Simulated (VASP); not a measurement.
Runs of VASP 6.6.1 on MgS. It takes space group Fm-3m (No. 225, cubic). The conventional cell has a = 5.209 Å, b = 5.209 Å, c = 5.209 Å, α = 90.00°, β = 90.00°, γ = 90.00°. Mg (site symmetry m-3m) is surrounded by 6 S at 2.60 Å. S (site symmetry m-3m) is surrounded by 6 Mg at 2.60 Å. The cell is a database's computed one.

```tsv
task	level	potentials or basis	cell	k mesh	cutoff (eV)	mesh quality	gap on the mesh (eV)	pressure (GPa)	relaxed volume (Å³/atom)
relaxation of cell and atoms	PBEsol	VASP PAW PBE potentials, release 64 (Mg, S)	relaxed	4 × 4 × 4	600	coarse	2.70	0.0	17.45
relaxation of cell and atoms	PBEsol	VASP PAW PBE potentials, release 64 (Mg, S)	relaxed	8 × 8 × 8	600	not flagged	2.73	0.0	17.36
relaxation of cell and atoms	PBEsol	VASP PAW PBE potentials, release 64 (Mg, S)	relaxed	8 × 8 × 8	300	not flagged	(c)	0.0	(b)
single point	PBEsol	VASP PAW PBE potentials, release 64 (Mg, S)	as given	8 × 8 × 8	520	not flagged	2.70	-1.4	-
relaxation of cell and atoms	PBEsol	VASP PAW PBE potentials, release 64 (Mg, S)	relaxed	8 × 8 × 8	580	not flagged	2.73	0.0	17.36
relaxation of cell and atoms	LDA	VASP PAW LDA potentials, release 64 (Mg, S)	relaxed	8 × 8 × 8	600	not flagged	(a)	0.0	16.76
relaxation of cell and atoms	RPBE	VASP PAW PBE potentials, release 64 (Mg, S)	relaxed	8 × 8 × 8	600	not flagged	2.83	0.0	18.31
```

Alike in all rows: no spin polarisation; smearing gaussian 0.02 eV.

Estimate the missing entries.

(a) 2.66; (b) 17.32; (c) 2.74.

Caveats: some runs use coarse meshes; the PAW data sets were made with another functional, which shifts forces and pressure a little (some runs); the cutoff is under 1.25 times the usual one of these potentials, so pressure, stress and relaxed cells hold a basis-set (Pulay) error (some runs).

A k mesh can miss the band edges.

Runs at the PBE level aren't shown here.
